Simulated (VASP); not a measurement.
Method: rev-vdW-DF2, VASP's PBE PAW potentials (set 64) (plane waves; VASP 6.6.1).

VASP input:

**POSCAR**
```
Zr
1.0
  1.6001167541  -2.7714834634   0.0000000000
  1.6001167541   2.7714834634   0.0000000000
  0.0000000000   0.0000000000   5.1561617910
Zr
2
Cartesian
  1.6001167541   0.9238296688   1.2890404477
  1.6001167541  -0.9238296688   3.8671213433
```

**KPOINTS**
```
Automatic mesh
0
Gamma
13 13 7
0 0 0
```

**INCAR**
```
SYSTEM  =  Zr
NSW  =  30
LREAL  =  .False.   # projection in real space or not
ISIF  =  4   # ions and shape, fixed volume
LUSE_VDW  =  .True.
GGA  =  MK
ZAB_VDW  =  -1.8867
SIGMA  =  0.1   # width (eV)
LMAXMIX  =  4   # l cut-off of mixed one-centre charges
ISMEAR  =  1   # Methfessel-Paxton
EDIFFG  =  -0.01   # ionic stop
AGGAC  =  0.0
LCHARG  =  .False.
EDIFF  =  1E-7
PREC  =  Accurate
PARAM2  =  0.7114
LASPH  =  .True.
LWAVE  =  .False.
NELM  =  100   # most electronic steps
ALGO  =  Normal   # blocked Davidson
PARAM1  =  0.1234568
ENCUT  =  520
IBRION  =  2   # conjugate gradients
```

POTCAR, in this order: Zr_sv (PBE.64 set). Program: vasp_std.

Output

**OSZICAR**
```
       N       E                     dE             d eps       ncg     rms          rms(c)
DAV:   1     0.225466553185E+03    0.22547E+03   -0.13715E+04  2696   0.149E+03
DAV:   2     0.162345358455E+01   -0.22384E+03   -0.22176E+03  3352   0.416E+02
DAV:   3    -0.128730611815E+02   -0.14497E+02   -0.14400E+02  5192   0.790E+01
DAV:   4    -0.131436371078E+02   -0.27058E+00   -0.27054E+00  2856   0.120E+01
DAV:   5    -0.131514865193E+02   -0.78494E-02   -0.78488E-02  4376   0.137E+00    0.151E+01
DAV:   6    -0.125901557383E+02    0.56133E+00   -0.88172E-01  2776   0.827E+00    0.609E+00
DAV:   7    -0.124805892978E+02    0.10957E+00   -0.57847E-01  3744   0.585E+00    0.109E+00
DAV:   8    -0.124858264863E+02   -0.52372E-02   -0.41043E-02  3512   0.175E+00    0.239E-01
DAV:   9    -0.124858591510E+02   -0.32665E-04   -0.12830E-03  3312   0.377E-01    0.412E-02
DAV:  10    -0.124858150096E+02    0.44141E-04   -0.30958E-05  3928   0.476E-02    0.220E-02
DAV:  11    -0.124858157575E+02   -0.74790E-06   -0.83338E-06  2944   0.364E-02    0.555E-03
DAV:  12    -0.124858156587E+02    0.98838E-07   -0.43180E-07  2992   0.579E-03
   1 F= -.12485816E+02 E0= -.12485726E+02  d E =-.124858E+02
```

OUTCAR:
```
------------------------ aborting loop because EDIFF is reached ----------------------------------------
  FORCE on cell =-STRESS in cart. coord.  units (eV):
  Direction    XX          YY          ZZ          XY          YZ          ZX
  --------------------------------------------------------------------------------------
  Total       -0.0013820     -0.0013820      0.0148721      0.0000000      0.0000000      0.0000000
  in kB       -0.0484158     -0.0484158      0.5210295      0.0000000      0.0000000      0.0000000
  external PRESSURE =       0.1413993 kB  Pullay stress =       0.0000000 kB
  volume of cell :       45.73
      direct lattice vectors                 reciprocal lattice vectors
     1.600116754 -2.771483463  0.000000000     0.312477198 -0.180408798  0.000000000
     1.600116754  2.771483463  0.000000000     0.312477198  0.180408798  0.000000000
     0.000000000  0.000000000  5.156161791     0.000000000  0.000000000  0.193942712
 POSITION                                       TOTAL-FORCE (eV/Angst)
 -----------------------------------------------------------------------------------
      1.60012      0.92383      1.28904         0.000000     -0.000000      0.000000
      1.60012     -0.92383      3.86712        -0.000000      0.000000      0.000000
 -----------------------------------------------------------------------------------
    total drift:                                0.000138      0.001129     -0.000019
  FREE ENERGIE OF THE ION-ELECTRON SYSTEM (eV)
  ---------------------------------------------------
  free  energy   TOTEN  =       -12.4858156587 eV

  energy  without entropy=      -12.4855459923  energy(sigma->0) =      -12.48572577

 reached required accuracy - stopping structural energy minimisation
```
(Selected blocks of OUTCAR.)

The compound is Zr in the hcp structure. It was relaxed first.
